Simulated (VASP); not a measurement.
Method: r2SCAN meta-GGA, VASP's PBE PAW potentials (set 64) (plane waves; VASP).

VASP ran on this input.

**KPOINTS**
```
Regular mesh
0
Gamma
9 9 9
0 0 0
```

INCAR:
```
SYSTEM = Si
PREC = Accurate
ENCUT = 500
EDIFF = 1E-6
NELM = 100
ALGO = Normal
LREAL = .FALSE.
LASPH = .TRUE.
ISMEAR = 0
SIGMA = 0.05
METAGGA = R2SCAN
LMIXTAU = .TRUE.
LWAVE = .FALSE.
LCHARG = .FALSE.
IBRION = 2
ISIF = 3
NSW = 40
EDIFFG = -0.02
PSTRESS = 100
```

POSCAR:
```
Si
1
    0.0000000000     2.6783773378     2.6783773378
    2.6783773378     0.0000000000     2.6783773378
    2.6783773378     2.6783773378     0.0000000000
Si
2
Direct
  0.0000000000   0.0000000000   0.0000000000
  0.2500000000   0.2500000000   0.2500000000
```

POTCAR, in this order: Si (PBE.64 set). Program: vasp_std.

Energy and stress use the plane-wave basis of the starting cell.

**Question.** What does the run give for the energy per atom (σ→0), volume per atom?

**Answer.** 
The energy per atom (σ→0) is -8.727 eV/atom and the volume per atom comes out as 18.47 Å³/atom.

### OSZICAR
```
...
DAV:   5    -0.174531206044E+02    0.96948E-03   -0.44159E-04   608   0.204E-01    0.122E-01
DAV:   6    -0.174541227790E+02   -0.10022E-02   -0.51077E-04   576   0.206E-01    0.962E-03
DAV:   7    -0.174541322547E+02   -0.94757E-05   -0.37952E-05   584   0.717E-02    0.103E-02
DAV:   8    -0.174541407978E+02   -0.85431E-05   -0.10914E-06   632   0.146E-02    0.778E-03
DAV:   9    -0.174541497376E+02   -0.89398E-05   -0.13087E-06   560   0.163E-02    0.164E-03
DAV:  10    -0.174541515575E+02   -0.18199E-05   -0.35863E-07   344   0.864E-03    0.113E-04
DAV:  11    -0.174541513224E+02    0.23509E-06   -0.20614E-08   312   0.196E-03
   3 F= -.15148100E+02 E0= -.15148100E+02  d E =-.242939E-01
```

The compound is Si in the diamond structure. This run relaxes it under an external pressure of 10 GPa. Symmetry was kept, so distortions that lower it aren't found.
